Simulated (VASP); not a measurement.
# SiO2 (P4_12_12) in VASP: notebook

The runs below take SiO2 through dielectric tensor, band structure, with PBE, LDA, r2SCAN.

All numbers are computed with VASP 6.6.1; they aren't measurements. Logs are shortened: lines on timing, memory, paths and dates and some standing lists are left out, and cuts for length are marked.

### Step 1. The structure

Symmetry: P4_12_12, No. 92, tetragonal system. The conventional cell has a = 5.075 Å, b = 5.075 Å, c = 7.085 Å, α = 90.00°, β = 90.00°, γ = 90.00°. Si (site symmetry 2) is surrounded by 4 O at 1.62 Å. O (site symmetry 1) is surrounded by 2 Si at 1.62 Å.

The cell is a database's computed one.

### Step 2. Dielectric tensor, PBE

Input file INCAR:

```
SYSTEM = SiO2
PREC = Accurate
ENCUT = 450
EDIFF = 1E-8
ISMEAR = 0
SIGMA = 0.02
LREAL = .False.
LASPH = .True.
NELM = 120
ALGO = Normal
ISIF = 2
LWAVE = .False.
LCHARG = .False.
GGA = PE
LEPSILON = .True.
IBRION = 8
KPAR = 8
```

Input file KPOINTS:

```
Automatic mesh
0
Gamma
  7 7 5
  0 0 0
```

Input file POSCAR:

```
SiO2                                    
1.0
    5.0746405046      0.0000000000      0.0000000000
    0.0000000000      5.0746405046      0.0000000000
    0.0000000000      0.0000000000      7.0852567667
  Si              O             
     4     8
Direct
     0.7048575088584567    0.7048575088584567    0.5000000000000000
     0.7951424911415433    0.2048575088584567    0.7500000000000000
     0.2048575088584567    0.7951424911415433    0.2500000000000000
     0.2951424911415433    0.2951424911415433    0.0000000000000000
     0.9044408508786338    0.7591794797181788    0.3249442953788440
     0.0955591491213662    0.2408205202818212    0.8249442953788441
     0.7591794797181788    0.9044408508786338    0.6750557046211559
     0.2591794797181788    0.5955591491213662    0.0749442953788440
     0.2408205202818212    0.0955591491213662    0.1750557046211560
     0.4044408508786338    0.7408205202818212    0.4250557046211560
     0.5955591491213662    0.2591794797181788    0.9250557046211559
     0.7408205202818212    0.4044408508786338    0.5749442953788441
```

Potentials or basis: VASP PAW PBE potentials, release 64 (Si, O).

Command:

```
$ cat potpaw_PBE.64/Si/POTCAR potpaw_PBE.64/O/POTCAR > POTCAR
$ mpirun -np 8 vasp_std > vasp.out
```

OUTCAR:

```text
SYSTEM = SiO2
   PREC = Accurate
   ENCUT = 450
   EDIFF = 1E-8
   ISMEAR = 0
   LREAL = .False.
   LASPH = .True.
   NELM = 120
   ISIF = 2
   GGA = PE
   LEPSILON = .True.
   IBRION = 8

 ion  position               nearest neighbor table
   1  0.705  0.705  0.500-  10 1.62  12 1.62   5 1.62   7 1.62   2 3.13   3 3.13   2 3.13   3 3.13

   2  0.795  0.205  0.750-   6 1.62   7 1.62  11 1.62  12 1.62   1 3.13   4 3.13   1 3.13   4 3.13

   3  0.205  0.795  0.250-   5 1.62   9 1.62   8 1.62  10 1.62   1 3.13   4 3.13   4 3.13   1 3.13

   4  0.295  0.295  0.000-   8 1.62  11 1.62   9 1.62   6 1.62   2 3.13   3 3.13   3 3.13   2 3.13

   5  0.904  0.759  0.325-   3 1.62   1 1.62
   6  0.096  0.241  0.825-   2 1.62   4 1.62
   7  0.759  0.904  0.675-   2 1.62   1 1.62
   8  0.259  0.596  0.075-   4 1.62   3 1.62
   9  0.241  0.096  0.175-   3 1.62   4 1.62
  10  0.404  0.741  0.425-   1 1.62   3 1.62
  11  0.596  0.259  0.925-   4 1.62   2 1.62
[... 1440 lines left out ...]
  9Z    -0.875617    0.222412   -1.984721   -0.988986   -0.646479   -2.302880   -0.926249   -6.181069    6.149613   -2.774395   -9.937516   15.501065   -1.243661   -1.469456    0.635821    1.458174   -0.940457    2.718514    0.224182    0.609640    0.984565    0.017412   -0.788294   -1.291350    4.910024   22.574582  -24.870536    1.389023   -1.991299    1.518830   -1.591800   -0.711650    1.618294    0.401894   -0.740414    1.322787
 10X    19.602857   -2.564789    8.434873   -0.324020   -0.544796   -1.426957    9.244169   -2.342949   10.530491    0.486646   -0.364212   -1.172097    8.166975    0.222635   -0.815989    0.661409    0.200163    0.755750    1.558704    1.053332    1.580916    0.042042    0.565281    1.396404    0.063870   -1.019701    1.391383  -40.477264    6.174277  -22.575972   -0.464938    0.116902    0.602552    1.439549   -1.496145    1.298647
 10Y    -2.197895    2.895407   -0.894635    0.024399   -1.121424    0.653618   -2.226597    2.909530   -2.808484   -0.300323   -1.035122    0.568064   -0.230527   -1.111576    0.033514   -0.208832    0.308073   -0.409767    0.691433    0.061907    0.719001    0.375501    0.029299    0.941533   -0.691055    1.541072   -2.011905    6.180149   -6.073838    4.929718    0.125361    0.185471   -0.236507   -1.541615    1.411202   -1.484153
 10Z     6.181069   -0.926249    6.149613   -0.222412   -0.875617   -1.984721    9.937516   -2.774395   15.501065    0.646479   -0.988986   -2.302880    0.788294    0.017412   -1.291350    0.740414    0.401894    1.322787    1.991299    1.389023    1.518830    0.940457    1.458174    2.718514    0.711650   -1.591800    1.618294  -22.574582    4.910024  -24.870536   -0.609640    0.224182    0.984565    1.469456   -1.243661    0.635821
 11X     0.486646   -0.364212    1.172097    9.244169   -2.342949  -10.530491   -0.324020   -0.544796    1.426957   19.602857   -2.564789   -8.434873    0.661409    0.200163   -0.755750    8.166975    0.222635    0.815989    0.063870   -1.019701   -1.391383    1.439549   -1.496145   -1.298647    1.558704    1.053332   -1.580916   -0.464938    0.116902   -0.602552  -40.477264    6.174277   22.575972    0.042042    0.565281   -1.396404
 11Y    -0.300323   -1.035122   -0.568064   -2.226597    2.909530    2.808484    0.024399   -1.121424   -0.653618   -2.197895    2.895407    0.894635   -0.208832    0.308073    0.409767   -0.230527   -1.111576   -0.033514   -0.691055    1.541072    2.011905   -1.541615    1.411202    1.484153    0.691433    0.061907   -0.719001    0.125361    0.185471    0.236507    6.180149   -6.073838   -4.929718    0.375501    0.029299   -0.941533
 11Z    -0.646479    0.988986   -2.302880   -9.937516    2.774395   15.501065    0.222412    0.875617   -1.984721   -6.181069    0.926249    6.149613   -0.740414   -0.401894    1.322787   -0.788294   -0.017412   -1.291350   -0.711650    1.591800    1.618294   -1.469456    1.243661    0.635821   -1.991299   -1.389023    1.518830    0.609640   -0.224182    0.984565   22.574582   -4.910024  -24.870536   -0.940457   -1.458174    2.718514
 12X     2.895407   -2.197895    0.894635    2.909530   -2.226597    2.808484   -1.121424    0.024399   -0.653618   -1.035122   -0.300323   -0.568064    0.061907    0.691433   -0.719001    1.541072   -0.691055    2.011905   -1.111576   -0.230527   -0.033514    0.185471    0.125361    0.236507    0.308073   -0.208832    0.409767    1.411202   -1.541615    1.484153    0.029299    0.375501   -0.941533   -6.073838    6.180149   -4.929718
 12Y    -2.564789   19.602857   -8.434873   -2.342949    9.244169  -10.530491   -0.544796   -0.324020    1.426957   -0.364212    0.486646    1.172097    1.053332    1.558704   -1.580916   -1.019701    0.063870   -1.391383    0.222635    8.166975    0.815989    0.116902   -0.464938   -0.602552    0.200163    0.661409   -0.755750   -1.496145    1.439549   -1.298647    0.565281    0.042042   -1.396404    6.174277  -40.477264   22.575972
 12Z     0.926249   -6.181069    6.149613    2.774395   -9.937516   15.501065    0.875617    0.222412   -1.984721    0.988986   -0.646479   -2.302880   -1.389023   -1.991299    1.518830    1.591800   -0.711650    1.618294   -0.017412   -0.788294   -1.291350   -0.224182    0.609640    0.984565   -0.401894   -0.740414    1.322787    1.243661   -1.469456    0.635821   -1.458174   -0.940457    2.718514   -4.910024   22.574582  -24.870536

 Eigenvectors and eigenvalues of the dynamical matrix
   1 f  =   35.141559 THz   220.800926 2PiTHz 1172.196229 cm-1   145.333744 meV
   2 f  =   35.141559 THz   220.800926 2PiTHz 1172.196229 cm-1   145.333744 meV
   3 f  =   33.280631 THz   209.108371 2PiTHz 1110.122355 cm-1   137.637568 meV
   4 f  =   31.719310 THz   199.298301 2PiTHz 1058.042286 cm-1   131.180466 meV
   5 f  =   31.666820 THz   198.968498 2PiTHz 1056.291413 cm-1   130.963385 meV
   6 f  =   31.642559 THz   198.816061 2PiTHz 1055.482150 cm-1   130.863049 meV
[... 25 lines left out ...]
  32 f  =    3.220206 THz    20.233152 2PiTHz  107.414514 cm-1    13.317696 meV
  33 f  =    0.843818 THz     5.301863 2PiTHz   28.146729 cm-1     3.489748 meV
  34 f/i=    0.014071 THz     0.088409 2PiTHz    0.469350 cm-1     0.058192 meV
  35 f/i=    0.042234 THz     0.265367 2PiTHz    1.408790 cm-1     0.174668 meV
  36 f/i=    0.042234 THz     0.265367 2PiTHz    1.408790 cm-1     0.174668 meV

 MACROSCOPIC STATIC DIELECTRIC TENSOR IONIC CONTRIBUTION
 ------------------------------------------------------
           1.844817     0.000000     0.000000
          -0.000000     1.844817    -0.000000
           0.000000    -0.000000     1.655983
 ------------------------------------------------------

 ELASTIC MODULI CONTR FROM IONIC RELAXATION (kBar)
 Direction    XX          YY          ZZ          XY          YZ          ZX
 --------------------------------------------------------------------------------
 XX       -2879.3503   -188.4247  -1152.1194      0.0000     -0.0000      0.0000
 YY        -188.4247  -2879.3503  -1152.1194      0.0000      0.0000     -0.0000
 ZZ       -1152.1194  -1152.1194  -2121.5474     -0.0000     -0.0000     -0.0000
 XY           0.0000      0.0000     -0.0000   -160.5142     -0.0000     -0.0000
 YZ          -0.0000      0.0000     -0.0000     -0.0000   -664.5908      0.0000
 ZX          -0.0000     -0.0000     -0.0000     -0.0000      0.0000   -664.9987
 --------------------------------------------------------------------------------

 PIEZOELECTRIC TENSOR IONIC CONTR  for field in x, y, z        (C/m^2)
          XX          YY          ZZ          XY          YZ          ZX
  --------------------------------------------------------------------------------
  x    -0.00000     0.00000     0.00000    -0.00000    -0.01963     0.00000
  y    -0.00000    -0.00000    -0.00000     0.00000    -0.00000     0.01895
  z     0.00000     0.00000    -0.00000     0.00006     0.00000     0.00000
```

OSZICAR:

```text
N       E                     dE             d eps       ncg     rms          rms(c)
DAV:   1     0.420956477625E+03    0.42096E+03   -0.30719E+04  2356   0.132E+03
DAV:   2    -0.730965821516E+02   -0.49405E+03   -0.48121E+03  2999   0.328E+02
DAV:   3    -0.107262851097E+03   -0.34166E+02   -0.34043E+02  2739   0.970E+01
DAV:   4    -0.107808664716E+03   -0.54581E+00   -0.54471E+00  2777   0.131E+01
[... 12 lines left out ...]
RMM:  15    -0.375712979488E+00    0.95151E-08   -0.46262E-07 19209   0.193E-04    0.837E-07
RMM:  16    -0.375712980910E+00   -0.14223E-08   -0.38331E-07 19338   0.192E-04    0.668E-07
RMM:  17    -0.375712977145E+00    0.37650E-08   -0.41264E-07 19914   0.191E-04    0.160E-07
RMM:  18    -0.375712976162E+00    0.98297E-09   -0.39800E-07 20126   0.191E-04    0.140E-07
RMM:  19    -0.375712975755E+00    0.40764E-09   -0.39691E-07 20619   0.190E-04    0.475E-08
 Linear response finished
```

It took 14 min on 8 MPI ranks of AMD EPYC 9R45 (Zen 5), shared host; peak memory 1.4 GiB.

Results:

| Quantity | Value |
| --- | --- |
| Band gap on the k mesh | 5.53 eV, direct |
| Electronic dielectric tensor (diagonal) | 2.23, 2.23, 2.22 |
| Born charges (mean of the diagonal) | Si +3.34; O -1.67 e |
| Highest phonon frequency at Γ, LO-TO splitting left out | 1172 cm⁻¹ |

Phonon frequencies in cm⁻¹ (negative: imaginary):
```
              q point                                                                                                                                         frequencies
(0.000, 0.000, 0.000)  -1 -1 0 28 107 131 131 207 257 257 272 283 347 358 359 359 383 412 440 440 463 590 590 751 755 755 759 759 1053 1055 1055 1056 1058 1110 1172 1172
```

Electronic dielectric tensor:
```
2.23 0.00 0.00
0.00 2.23 0.00
0.00 0.00 2.22
```

Born effective charge tensors (e):
atom 1, Si
```
 3.35  0.02 -0.20
 0.02  3.35  0.20
 0.33 -0.33  3.31
```
atom 2, Si
```
 3.35 -0.02 -0.20
-0.02  3.35 -0.20
 0.33  0.33  3.31
```
atom 3, Si
```
 3.35 -0.02  0.20
-0.02  3.35  0.20
-0.33 -0.33  3.31
```
atom 4, Si
```
 3.35  0.02  0.20
 0.02  3.35 -0.20
-0.33  0.33  3.31
```
atom 5, O
```
-2.32 -0.20  0.85
-0.14 -1.03  0.06
 0.85  0.19 -1.66
```
atom 6, O
```
-2.32 -0.20 -0.85
-0.14 -1.03 -0.06
-0.85 -0.19 -1.66
```
atom 7, O
```
-1.03 -0.14 -0.06
-0.20 -2.32 -0.85
-0.19 -0.85 -1.66
```
atom 8, O
```
-1.03  0.14  0.06
 0.20 -2.32 -0.85
 0.19 -0.85 -1.66
```
atom 9, O
```
-1.03 -0.14  0.06
-0.20 -2.32  0.85
 0.19  0.85 -1.66
```
atom 10, O
```
-2.32  0.20 -0.85
 0.14 -1.03  0.06
-0.85  0.19 -1.66
```
atom 11, O
```
-2.32  0.20  0.85
 0.14 -1.03 -0.06
 0.85 -0.19 -1.66
```
atom 12, O
```
-1.03  0.14 -0.06
 0.20 -2.32  0.85
-0.19  0.85 -1.66
```

Caveat: an odd mesh through Γ misses points on the zone boundary, where band edges often lie.

[end of part 1 of 2]
